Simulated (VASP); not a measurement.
# Driving VASP from ASE on BN, part 2 of 3

Do ASE scripts that read BN from different structure formats give one answer, and do several routes find one equilibrium volume? All runs use LDA. Left out of this account: 1 further run (fields: a reference on another mesh). The start is a cell from a database of measured crystal structures.

VASP 6.6.1; LDA; plane waves and PAW (B, N).

So far. Step 2 (Total energy, forces and stress (LDA, through ASE)): The pressure is -5.25 GPa and the largest force 0.050 eV/Å, so the cell is not at a minimum at these settings. Step 3 (A single point (LDA, through ASE)): The energy lies -0.01 meV an atom from the first script, on another mesh.

The database entry behind the starting cell has ideal inner coordinates that were not refined, so it need not match the best structure at ambient conditions.

## Step 4: Full relaxation (LDA, through ASE)

The start need not lie at this functional's minimum. ISIF = 3 frees volume, shape and positions, and EDIFFG sets the threshold on forces and stress at which the search stops.

Input file run.py:

```python
import numpy as np
from ase.calculators.vasp import Vasp
from ase import Atoms

atoms = Atoms(['B', 'B', 'N', 'N'],
              cell=[[2.536, 0.0, 0.0], [-1.268, 2.19624042, 0.0], [0.0, 0.0, 4.199]],
              scaled_positions=[[0.66666667, 0.33333333, 0.0], [0.33333333, 0.66666667, 0.5], [0.66666667, 0.33333333, 0.375], [0.33333333, 0.66666667, 0.875]],
              pbc=True)

calc = Vasp(
    xc='lda',
    pp='LDA',
    prec='Accurate',
    encut=520,
    ediff=1e-06,
    nelm=100,
    ismear=-1,
    sigma=0.05,
    lreal=False,
    algo='Normal',
    nbands=14,
    lorbit=11,
    lwave=False,
    lcharg=False,
    kpar=4,
    ibrion=2,
    nsw=60,
    isif=3,
    ediffg=-0.01,
    pp_version='64',
    setups={'B': '', 'N': ''},
    kpts=(11, 11, 6),
    gamma=True,
    txt='vasp.out',
)
atoms.calc = calc

print("energy (eV):", round(atoms.get_potential_energy(), 6))
print("Fermi level (eV):", round(calc.get_fermi_level(), 4))
print("forces (eV/A):")
print(np.round(atoms.get_forces(), 4))
print("stress (GPa, Voigt, tension positive):", np.round(atoms.get_stress() * 160.21766, 3))
print("cell (A, degrees):", np.round(atoms.cell.cellpar(), 4))
print("volume (A^3):", round(atoms.get_volume(), 4))
print("positions:")
print(np.round(atoms.get_scaled_positions(), 5))
```

PAW data sets: B and N (LDA family, release 64).

On the command line:

```sh
$ export ASE_VASP_COMMAND="mpirun -np 4 vasp_std"
$ python run.py
```

Log:

```text
energy (eV): -38.756261
Fermi level (eV): 8.8479
forces (eV/A):
[[ 0.     -0.      0.0049]
 [ 0.     -0.      0.0049]
 [ 0.      0.     -0.0049]
 [-0.     -0.     -0.0049]]
stress (GPa, Voigt, tension positive): [ 0.021  0.021  0.007 -0.    -0.    -0.   ]
cell (A, degrees): [  2.5253   2.5253   4.1784  90.      90.     120.    ]
volume (A^3): 23.0761
positions:
[[6.6667e-01 3.3333e-01 2.8000e-04]
 [3.3333e-01 6.6667e-01 5.0028e-01]
 [6.6667e-01 3.3333e-01 3.7472e-01]
 [3.3333e-01 6.6667e-01 8.7472e-01]]
```

The job ended after 9 s (4 MPI ranks of Intel Xeon Platinum 8259CL at 2.50GHz (Skylake/Cascade Lake), shared host; peak memory 0.5 GiB; 30 s of CPU time).

ASE turned this into the INCAR:

```
ENCUT = 520.000000
SIGMA = 0.050000
EDIFF = 1.00e-06
EDIFFG = -1.00e-02
ALGO = Normal
PREC = Accurate
IBRION = 2
ISIF = 3
ISMEAR = -1
KPAR = 4
LORBIT = 11
NBANDS = 14
NELM = 100
NSW = 60
LCHARG = .FALSE.
LWAVE = .FALSE.
LREAL = .FALSE.
```

The KPOINTS that ASE wrote:

```
KPOINTS created by Atomic Simulation Environment
0
Gamma
11 11 6
0 0 0
```

vasp.out:

```text
[... set-up lines as in an earlier step ...]
 entering main loop
       N       E                     dE             d eps       ncg     rms          rms(c)
DAV:   1     0.377348158114E+02    0.37735E+02   -0.85768E+03  1800   0.111E+03
DAV:   2    -0.388006152770E+02   -0.76535E+02   -0.71051E+02  2528   0.234E+02
DAV:   3    -0.410559383860E+02   -0.22553E+01   -0.22468E+01  2494   0.378E+01
DAV:   4    -0.410644373909E+02   -0.84990E-02   -0.84973E-02  1882   0.263E+00
DAV:   5    -0.410645010812E+02   -0.63690E-04   -0.63688E-04  2434   0.194E-01    0.929E+00
DAV:   6    -0.390341407078E+02    0.20304E+01   -0.40078E+00  2206   0.161E+01    0.429E+00
DAV:   7    -0.388162434713E+02    0.21790E+00   -0.25182E-01  2068   0.413E+00    0.257E+00
DAV:   8    -0.387523121659E+02    0.63931E-01   -0.90072E-02  2014   0.235E+00    0.242E-01
DAV:   9    -0.387510082414E+02    0.13039E-02   -0.27402E-03  2296   0.490E-01    0.131E-01
DAV:  10    -0.387509682631E+02    0.39978E-04   -0.15398E-04  2128   0.115E-01    0.191E-02
DAV:  11    -0.387509653394E+02    0.29236E-05   -0.19860E-05  2218   0.371E-02    0.107E-02
DAV:  12    -0.387509652746E+02    0.64797E-07   -0.15192E-06  1434   0.116E-02
   1 F= -.38750965E+02 E0= -.38750965E+02  d E =-.387510E+02
 curvature:   0.00 expect dE= 0.000E+00 dE for cont linesearch  0.000E+00
 trial: gam= 0.00000 g(F)=  0.489E-03 g(S)=  0.213E-01 ort = 0.000E+00 (trialstep = 0.100E+01)
 search vector abs. value=  0.218E-01
 bond charge predicted
       N       E                     dE             d eps       ncg     rms          rms(c)
DAV:   1    -0.387757797972E+02   -0.24814E-01   -0.74016E-01  2068   0.862E+00    0.112E+00
DAV:   2    -0.387519419577E+02    0.23838E-01   -0.50676E-02  2200   0.208E+00    0.345E-01
DAV:   3    -0.387504199995E+02    0.15220E-02   -0.45851E-03  2152   0.569E-01    0.117E-01
DAV:   4    -0.387500861141E+02    0.33389E-03   -0.19848E-04  2212   0.134E-01    0.558E-02
DAV:   5    -0.387500305242E+02    0.55590E-04   -0.62569E-05  2128   0.638E-02    0.252E-02
DAV:   6    -0.387500296147E+02    0.90950E-06   -0.23680E-06  2194   0.139E-02
   2 F= -.38750030E+02 E0= -.38750030E+02  d E =0.935660E-03
 trial-energy change:    0.000936  1 .order    0.001166   -0.021814    0.024145
 step:   0.4821(harm=  0.4746)  dis= 0.00117  next Energy=   -38.756250 (dE=-0.528E-02)
 bond charge predicted
       N       E                     dE             d eps       ncg     rms          rms(c)
DAV:   1    -0.387631957984E+02   -0.13165E-01   -0.19667E-01  2074   0.441E+00    0.582E-01
DAV:   2    -0.387567603141E+02    0.64355E-02   -0.13892E-02  2206   0.109E+00    0.176E-01
DAV:   3    -0.387563684118E+02    0.39190E-03   -0.11937E-03  2164   0.290E-01    0.595E-02
DAV:   4    -0.387562760185E+02    0.92393E-04   -0.55098E-05  2200   0.696E-02    0.276E-02
DAV:   5    -0.387562616839E+02    0.14335E-04   -0.16389E-05  2158   0.324E-02    0.127E-02
DAV:   6    -0.387562614447E+02    0.23924E-06   -0.58655E-07  1208   0.709E-03
   3 F= -.38756261E+02 E0= -.38756261E+02  d E =-.529617E-02
 curvature:  -0.24 expect dE=-0.114E-05 dE for cont linesearch -0.132E-06
 trial: gam=-0.00483 g(F)=  0.455E-05 g(S)=  0.231E-06 ort = 0.110E-03 (trialstep = 0.896E+00)
 search vector abs. value=  0.423E-05
 reached required accuracy - stopping structural energy minimisation
```

OUTCAR, selected parts (step 4):

```text
 Found     64 irreducible k-points:

   NELECT =      16.0000    total number of electrons

 E-fermi :   8.8479

 k-point     1 :       0.0000    0.0000    0.0000
  band No.  band energies     occupation
    ...
      4       5.6697      2.00000
      5       5.6697      2.00000
      6       7.5606      2.00000
      7       7.8525      2.00000
      8       7.8525      2.00000
      9      16.1841      0.00000
     10      16.1841      0.00000
     11      16.4652      0.00000
     12      17.7517      0.00000
     13      19.0437      0.00000
    ...

 k-point     2 :       0.0909    0.0000    0.0000
  band No.  band energies     occupation
    ...
      4       4.8510      2.00000
      5       5.3256      2.00000
      6       7.1794      2.00000
      7       7.3795      2.00000
      8       7.6593      2.00000
      9      15.9243      0.00000
     10      16.5519      0.00000
     11      16.7573      0.00000
     12      18.2962      0.00000
     13      19.5325      0.00000
    ...

  Total       -0.0030098     -0.0030098     -0.0009984      0.0000000      0.0000000      0.0000000
  in kB       -0.2089716     -0.2089716     -0.0693165      0.0000000      0.0000000      0.0000000
  external PRESSURE =      -0.1624199 kB  Pullay stress =       0.0000000 kB

  energy-cutoff  :      520.00
  volume of cell :       23.08
      direct lattice vectors                 reciprocal lattice vectors
     2.525298792  0.000000000  0.000000000     0.395992745  0.228626518 -0.000000000
    -1.262649396  2.186972902  0.000000000     0.000000000  0.457253036  0.000000000
     0.000000000  0.000000000  4.178355450     0.000000000  0.000000000  0.239328610

 POSITION                                       TOTAL-FORCE (eV/Angst)
 -----------------------------------------------------------------------------------
      1.26265      0.72899      0.00115         0.000000     -0.000000      0.004858
     -0.00000      1.45798      2.09033         0.000000     -0.000000      0.004858
      1.26265      0.72899      1.56573         0.000000      0.000000     -0.004858
     -0.00000      1.45798      3.65491        -0.000000     -0.000000     -0.004858
 -----------------------------------------------------------------------------------
    total drift:                                0.000001     -0.000000      0.000287

  FREE ENERGIE OF THE ION-ELECTRON SYSTEM (eV)
  ---------------------------------------------------
  free  energy   TOTEN  =       -38.7562614447 eV

  energy  without entropy=      -38.7562614447  energy(sigma->0) =      -38.75626144

 reached required accuracy - stopping structural energy minimisation

 total charge
# of ion       s       p       d       tot
------------------------------------------
    1        0.681   1.404   0.000   2.085
    2        0.681   1.404   0.000   2.085
    3        1.204   2.758   0.000   3.962
    4        1.204   2.758   0.000   3.962
--------------------------------------------------
tot          3.770   8.324   0.000  12.094

[... 7 parts as in an earlier step ...]

[... 6 further parts left out ...]
```

The run keeps the 12 symmetry operations of its start, so it cannot find a distortion of lower symmetry.

Relaxation path:

```csv
step,energy less that of the first step (eV),largest force (eV/Å),pressure (GPa),volume (Å³)
1,0.0000,0.0504,-5.25,23.39
2,0.0009,0.0502,5.98,22.75
3,-0.0053,0.0049,-0.02,23.08
```

```csv
"conventional cell, symmetrised",before,after,change
a (Å),2.536,2.525,-0.4 %
b (Å),2.536,2.525,-0.4 %
c (Å),4.199,4.178,-0.5 %
volume (Å³/atom),5.85,5.77,-1.3 %
```

The relaxed structure:

```
B N
1.0
     2.52530    0.00000    0.00000
    -1.26265    2.18697    0.00000
     0.00000    0.00000    4.17836
B N
2 2
Direct
  0.66667 0.33333 0.00028
  0.33333 0.66667 0.50028
  0.66667 0.33333 0.37472
  0.33333 0.66667 0.87472
```

This step gave:

```yaml
irreducible_k_points: 64
free_energy_toten: -38.76 eV
fermi_energy: 8.848 eV
pressure: -0.01624 GPa
conduction_bottom_at_k: 0.3636, 0.2727, 0
least_direct_gap_at_k: 0.09091, 0, 0
scf_cycles_over_all_ionic_steps: 24
gap_on_the_k_mesh: 5.088 eV
least_direct_gap_on_the_k_mesh: 8.265 eV
```

It ends with a largest force of 0.005 eV/Å and a pressure of -0.02 GPa.

## Step 5: Energy against volume, from ASE (LDA)

An ASE loop scales the volume and fits the energies, which gives the bulk modulus from energies alone.

Input file run.py:

```python
import numpy as np
from ase.calculators.vasp import Vasp
from ase.io import read
from ase.eos import EquationOfState
from ase.units import GPa

atoms = read('BN.cif')

calc = Vasp(
    xc='lda',
    pp='LDA',
    prec='Accurate',
    encut=520,
    ediff=1e-06,
    nelm=100,
    ismear=-1,
    sigma=0.05,
    lreal=False,
    algo='Normal',
    nbands=14,
    lorbit=11,
    lwave=False,
    lcharg=False,
    kpar=4,
    isif=2,
    pp_version='64',
    setups={'B': '', 'N': ''},
    kpts=(11, 11, 6),
    gamma=True,
    txt='vasp.out',
)
atoms.calc = calc

cell, volumes, energies = atoms.get_cell(), [], []
for x in [0.94, 0.96, 0.98, 1.0, 1.02, 1.04, 1.06]:
    atoms.set_cell(cell * x ** (1 / 3), scale_atoms=True)
    volumes.append(atoms.get_volume())
    energies.append(atoms.get_potential_energy())
    print(f"{x:.2f}  V = {volumes[-1]:.4f} A^3  E = {energies[-1]:.6f} eV")
v0, e0, b0 = EquationOfState(volumes, energies, eos="birchmurnaghan").fit()
print(f"V0 = {v0:.4f} A^3  E0 = {e0:.6f} eV  B0 = {b0 / GPa:.2f} GPa")
```

Input file BN.cif:

```cif
data_BN
_cell_length_a 2.53600000
_cell_length_b 2.53600000
_cell_length_c 4.19900000
_cell_angle_alpha 90.00000000
_cell_angle_beta 90.00000000
_cell_angle_gamma 120.00000000
_space_group_name_H-M_alt 'P1'
_space_group_name_Hall 'P 1'
_space_group_IT_number 1
loop_
_space_group_symop_operation_xyz
'x,y,z'
loop_
_atom_site_label
_atom_site_type_symbol
_atom_site_symmetry_multiplicity
_atom_site_Wyckoff_symbol
_atom_site_fract_x
_atom_site_fract_y
_atom_site_fract_z
_atom_site_occupancy
B1 B 1 a 0.6666666667 0.3333333333 0.0000000000 1
B2 B 1 a 0.3333333333 0.6666666667 0.5000000000 1
N1 N 1 a 0.6666666667 0.3333333333 0.3750000000 1
N2 N 1 a 0.3333333333 0.6666666667 0.8750000000 1
```

Log:

```text
0.94  V = 21.9838 A^3  E = -38.683696 eV
0.96  V = 22.4515 A^3  E = -38.732360 eV
0.98  V = 22.9193 A^3  E = -38.754010 eV
1.00  V = 23.3870 A^3  E = -38.750965 eV
1.02  V = 23.8548 A^3  E = -38.725527 eV
1.04  V = 24.3225 A^3  E = -38.679651 eV
1.06  V = 24.7902 A^3  E = -38.615206 eV
V0 = 23.0915 A^3  E0 = -38.755622 eV  B0 = 402.08 GPa
```

Run time: 30 s. Hardware: 4 MPI ranks; peak memory 0.5 GiB; 1.7 min of CPU time.

ASE turned this into the INCAR:

```
ENCUT = 520.000000
SIGMA = 0.050000
EDIFF = 1.00e-06
ALGO = Normal
PREC = Accurate
ISIF = 2
ISMEAR = -1
KPAR = 4
LORBIT = 11
NBANDS = 14
NELM = 100
LCHARG = .FALSE.
LWAVE = .FALSE.
LREAL = .FALSE.
```

ASE turned this into the KPOINTS:

```
KPOINTS created by Atomic Simulation Environment
0
Gamma
11 11 6
0 0 0
```

vasp.out (the last of its runs):

```text
[banner, memory and clock lines left out]
running    4 mpi-ranks, on    1 nodes
 distrk:  each k-point on    1 cores,    4 groups
 distr:  one band on    1 cores,    1 groups

 POSCAR found type information on POSCAR B N
 POSCAR found :  2 types and       4 ions
 LDA part: xc-table for (Slater(with rela. corr.)+CA(PZ))
 , standard interpolation
 POSCAR, INCAR and KPOINTS ok, starting setup
 FFT: planning ... GRIDC
 FFT: planning ... GRID_SOFT
 FFT: planning ... GRID
 WAVECAR not read
 WARNING: random wavefunctions but no delay for mixing, default for NELMDL
 entering main loop
       N       E                     dE             d eps       ncg     rms          rms(c)
DAV:   1     0.333934622038E+02    0.33393E+02   -0.84307E+03  1792   0.110E+03
DAV:   2    -0.385102027343E+02   -0.71904E+02   -0.67729E+02  2526   0.228E+02
DAV:   3    -0.407127076757E+02   -0.22025E+01   -0.21960E+01  2494   0.370E+01
DAV:   4    -0.407213574381E+02   -0.86498E-02   -0.86487E-02  1918   0.263E+00
DAV:   5    -0.407214290237E+02   -0.71586E-04   -0.71583E-04  2416   0.209E-01    0.886E+00
DAV:   6    -0.388536730612E+02    0.18678E+01   -0.39778E+00  2236   0.157E+01    0.404E+00
DAV:   7    -0.386769698147E+02    0.17670E+00   -0.21193E-01  2062   0.377E+00    0.248E+00
DAV:   8    -0.386166860068E+02    0.60284E-01   -0.88117E-02  2008   0.226E+00    0.245E-01
DAV:   9    -0.386152451051E+02    0.14409E-02   -0.28376E-03  2266   0.491E-01    0.119E-01
DAV:  10    -0.386152088835E+02    0.36222E-04   -0.17793E-04  2182   0.120E-01    0.198E-02
DAV:  11    -0.386152056508E+02    0.32327E-05   -0.20597E-05  2200   0.373E-02    0.976E-03
DAV:  12    -0.386152056459E+02    0.49100E-08   -0.14423E-06  1454   0.113E-02
   1 F= -.38615206E+02 E0= -.38615206E+02  d E =-.737240E-10
```

From OUTCAR (step 5):

```text
   ENCUT  =  520.0 eV  38.22 Ry    6.18 a.u.   4.81  4.81  7.96*2*pi/ulx,y,z

   NELECT =      16.0000    total number of electrons

 E-fermi :   7.8512

 k-point     1 :       0.0000    0.0000    0.0000
  band No.  band energies     occupation
    ...
      4       4.9192      2.00000
      5       4.9192      2.00000
      6       6.7046      2.00000
      7       6.9379      2.00000
      8       6.9379      2.00000
      9      15.0029      0.00000
     10      15.0029      0.00000
     11      15.1133      0.00000
     12      15.9842      0.00000
     13      17.0719      0.00000
    ...

  Total       -3.8711495     -3.8711495     -4.0062126     -0.0000000      0.0000000      0.0000000
  in kB     -250.1898345   -250.1898345   -258.9188743     -0.0000000      0.0000000      0.0000000
  external PRESSURE =    -253.0995144 kB  Pullay stress =       0.0000000 kB

 POSITION                                       TOTAL-FORCE (eV/Angst)
 -----------------------------------------------------------------------------------
      1.29287      0.74644      0.00000        -0.000000      0.000000     -0.000693
     -0.00000      1.49288      2.14068        -0.000000      0.000000     -0.000693
      1.29287      0.74644      1.60551        -0.000000     -0.000000      0.000693
     -0.00000      1.49288      3.74618         0.000000      0.000000      0.000693
 -----------------------------------------------------------------------------------
    total drift:                                0.000000     -0.000000     -0.000700

  FREE ENERGIE OF THE ION-ELECTRON SYSTEM (eV)
  ---------------------------------------------------
  free  energy   TOTEN  =       -38.6152056459 eV

  energy  without entropy=      -38.6152056458  energy(sigma->0) =      -38.61520565

[... 4 parts as in an earlier step ...]

[... 12 further parts left out ...]
```

Numbers from this step:

```yaml
bulk_modulus: 402.1 GPa
equilibrium_volume_of_the_fit: 5.773 Å³/atom
```

The fitted volume lies +0.07 % from the relaxed one.

[end of part 2 of 3]

[Lines on the potential files, build, host, timing and source positions are cut from VASP's logs without a mark.]

[Logs are printed without paths, hosts, clocks, repeated set-up lines and the standing remarks that a program may print on its own settings, such as how far it seeks lower states.]

[Hosts, paths, dates, database ids (printed as entryN), source tags and the programs' standing remarks are cut or masked in the printed files.]

[A measured line is paired with the nearest computed mode of its activity, which favours agreement.]
